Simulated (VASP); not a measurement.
A convergence study with VASP on Cr (bcc, AFM order): one setting is varied, all else stays as given below, so the limit is that of these other settings.

```
CELL_PARAMETERS angstrom
      2.88000     0.00000     0.00000
      0.00000     2.88000     0.00000
      0.00000     0.00000     2.88000
ATOMIC_POSITIONS crystal
  Cr 0.00000 0.00000 0.00000
  Cr 0.50000 0.50000 0.50000
```
Starting moments (μB, in the order of the record's atoms Cr Cr): 1.5 -1.5.

Level of theory: PBE GGA, VASP's PBE PAW potentials (set 64) (plane waves; VASP 6.6.1). The tightest run used: 550 eV cut-off, 22×22×22 Γ-centred mesh, tetrahedra with Blöchl corrections, potentials Cr_pv.

Q: The settings run are 3×3×3 mesh; 4×4×4 mesh; 5×5×5 mesh; 6×6×6 mesh; 7×7×7 mesh; 8×8×8 mesh; 9×9×9 mesh; 10×10×10 mesh; 11×11×11 mesh; 12×12×12 mesh; 13×13×13 mesh; 14×14×14 mesh; 15×15×15 mesh; 16×16×16 mesh; 17×17×17 mesh; 18×18×18 mesh; 19×19×19 mesh; 20×20×20 mesh; 21×21×21 mesh; 22×22×22 mesh. From which on does the energy per atom stay within 0.005 eV/atom of the tightest run?

A: From 8×8×8 mesh on: it is off by 0.0027 there and by no more than 0.005 in any finer run, while 7×7×7 mesh is off by 0.0088.
```tsv
setting	E (eV/atom)	pressure (GPa)	irreducible k-points	difference judged (eV/atom)
3×3×3 mesh	-9.4796	-2.09	4	0.0497
4×4×4 mesh	-9.4922	-1.54	10	0.0372
5×5×5 mesh	-9.5221	-1.09	10	0.0073
6×6×6 mesh	-9.5246	-2.11	20	0.0047
7×7×7 mesh	-9.5206	-1.24	20	0.0088
8×8×8 mesh	-9.5266	-2.03	35	0.0027
9×9×9 mesh	-9.5262	-1.92	35	0.0032
10×10×10 mesh	-9.5287	-1.98	56	0.0007
11×11×11 mesh	-9.5291	-2.17	56	0.0003
12×12×12 mesh	-9.5292	-2.14	84	0.0002
13×13×13 mesh	-9.5291	-2.19	84	0.0003
14×14×14 mesh	-9.5291	-2.23	120	0.0003
15×15×15 mesh	-9.5291	-2.23	120	0.0003
16×16×16 mesh	-9.5292	-2.27	165	0.0002
17×17×17 mesh	-9.5294	-2.30	165	0.0000
18×18×18 mesh	-9.5294	-2.32	220	0.0000
19×19×19 mesh	-9.5293	-2.32	220	0.0001
20×20×20 mesh	-9.5294	-2.35	286	0.0000
21×21×21 mesh	-9.5294	-2.36	286	0.0000
22×22×22 mesh	-9.5294	-2.36	364	0.0000
```

Left out are rungs that failed or repeat a setting and relaxations that didn't move; long series are thinned to 24 rows.

The compound is Cr in the bcc, AFM order structure. The cell was not relaxed at this level. The spin order is the one that the start imposed; others were not tried in this run.
